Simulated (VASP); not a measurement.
Input for VASP

INCAR:
```
ALGO = Normal   # blocked Davidson
LWAVE = .False.
LCHARG = .False.
IBRION = 2   # conjugate gradients
ISIF = 3
NELM = 100   # most electronic steps
METAGGA = R2SCAN
LMAXMIX = 6   # l cut-off of mixed one-centre charges
EDIFFG = -0.02   # ionic stop
LMIXTAU = .True.
SIGMA = 0.05   # width (eV)
ENCUT = 400   # plane-wave cut-off (eV)
LREAL = .False.   # projection in real space or not
PREC = Accurate
EDIFF = 1E-6
NSW = 60   # most ionic steps
ISMEAR = 0   # Gaussian
SYSTEM = HgI2
LASPH = .True.
```

**KPOINTS**
```
Regular mesh
0
G
5 5 2
```

**POSCAR**
```
HgI2
1
    2.4766349031    -3.7207957836     0.0000000000
    2.4766349031     3.7207957836     0.0000000000
    0.0000000000     0.0000000000    13.9790016196
Hg I
2 4
Direct
  0.6557592176   0.3442407824   0.0008476860
  0.3442407824   0.6557592176   0.5008476860
  0.6042017330   0.3957982670   0.6312277237
  0.3957982670   0.6042017330   0.1312277237
  0.0849502444   0.9150497556   0.3712145904
  0.9150497556   0.0849502444   0.8712145904
```

POTCAR, in this order: Hg I (PBE.64 set). Program: vasp_std.

### Question
Translate this r2SCAN calculation to Ansatz.

### Answer
One equivalent input (not run):
Ansatz 0.2 input:
```yaml
crystal:
  lattice:
    - [2.4766349, -3.7207958, 0.0000000]
    - [2.4766349, 3.7207958, 0.0000000]
    - [0.0000000, 0.0000000, 13.9790016]
  atoms:
    - { symbol: Hg, position: [0.6557592, 0.3442408, 0.0008477] }
    - { symbol: Hg, position: [0.3442408, 0.6557592, 0.5008477] }
    - { symbol: I, position: [0.6042017, 0.3957983, 0.6312277] }
    - { symbol: I, position: [0.3957983, 0.6042017, 0.1312277] }
    - { symbol: I, position: [0.0849502, 0.9150498, 0.3712146] }
    - { symbol: I, position: [0.9150498, 0.0849502, 0.8712146] }
kpoints:
  mp_grid: { grid: [5, 5, 2] }
hamiltonian:
  xc: r2scan
  pseudopotentials: { kind: paw }
scf:
  occupations: { method: gaussian, width: 0.05 }
  max_iter: 100
relax:
  max_steps: 60
  f_tol: 0.02
  cell: {}
output: { forces: true, stress: true, eigenvalues: true }
```
What does not carry over: each code has its own PAW files, so the cut-off isn't converted (ENCUT is set for VASP's; basis.ecutwfc is left out, and Ansatz then takes the one that its files recommend); Ansatz stops its SCF on the density residual and VASP on the energy change (EDIFF).

The structure comes from a computed database's HgI2 entry (Cmc2_1); how it stands against other phases isn't given here. This run relaxes it. Symmetry was kept, so distortions that lower it aren't found. The start is the result of an earlier pass.
